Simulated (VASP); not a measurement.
Crystal: KBe2.

```
CELL_PARAMETERS angstrom
3.84326 0.00000 0.00000
-1.92163 3.32836 0.00000
0.00000 0.00000 5.39599
ATOMIC_POSITIONS crystal
K 0.00000 0.00000 0.50000
Be 0.33333 0.66667 0.00000
Be 0.66667 0.33333 0.00000
```

The cell was built by a generator and needn't be a form met in nature.

| Quantity | Value |
| --- | --- |
| Program | VASP 6.6.1 |
| Task | single point |
| Functional | PBE |
| Potentials or basis | VASP PAW PBE potentials, release 64 (K_sv, Be) |
| Cutoff | 520 eV |
| k mesh | 8 × 8 × 5 |
| Occupations | fermi-dirac, width 0.05 eV |
| Spin | no spin polarisation |

On this cell: pressure 0.1 GPa; largest force under 0.003 eV/Å; band gap on the k mesh none (metal or under the smearing width).

The same run follows on a disturbed copy (atoms moved at random, drawn with an rms of 0.05 Å):

```xyz
3
Lattice="3.8433 0.0000 0.0000 -1.9216 3.3284 0.0000 0.0000 0.0000 5.3960" Properties=species:S:1:pos:R:3 pbc="T T T"
K    -0.0311   -0.0268    2.7104
Be   -0.0594    2.2310    0.0056
Be    1.9096    1.0684   -0.0216
```

Problem. What changes?

Solution. The energy (extrapolated to zero smearing) moves by +1.6 meV/atom; pressure 0.1 GPa; largest force 0.160 eV/Å; band gap on the k mesh none (metal or under the smearing width).

Forces on the atoms (eV/Å):
```
K   -0.004  0.009 -0.034
Be   0.065 -0.143 -0.027
Be  -0.062  0.134  0.062
```

Stress tensor (GPa, compression positive):
```
-1.02  0.97  0.00
 0.97  0.95 -0.01
 0.00 -0.01  0.37
```
